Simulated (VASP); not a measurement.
Here is the system:

```yaml
crystal:
  lattice:
    - [0.00000, 3.22166, 3.22166]
    - [3.22166, 0.00000, 3.22166]
    - [3.22166, 3.22166, 0.00000]
  atoms:
    - { symbol: Mg, position: [0.00000, 0.00000, 0.00000] }
    - { symbol: Te, position: [0.25000, 0.25000, 0.25000] }
```

Method: PBEsol GGA, VASP's PBE PAW potentials (set 64) (plane waves; VASP). Run with 400 eV cut-off, 9×9×9 Γ-centred mesh, Gaussian smearing of 0.010 eV, potentials Mg Te.

**Question.** The job: MgTe (zinc blende), 2 atoms, PBEsol, optics run with many empty bands, 400 eV, 9×9×9 Γ-centred mesh. Roughly how much core time does it take on a busy server core?

**Answer.** About 20 core-seconds (one run on a shared machine, a rough figure). It had 35 irreducible k-points, 24 bands, up to 1243 plane waves and 13 electronic steps.

The compound is MgTe in the zinc blende structure, whereas wurtzite is the usual form. It was relaxed first.
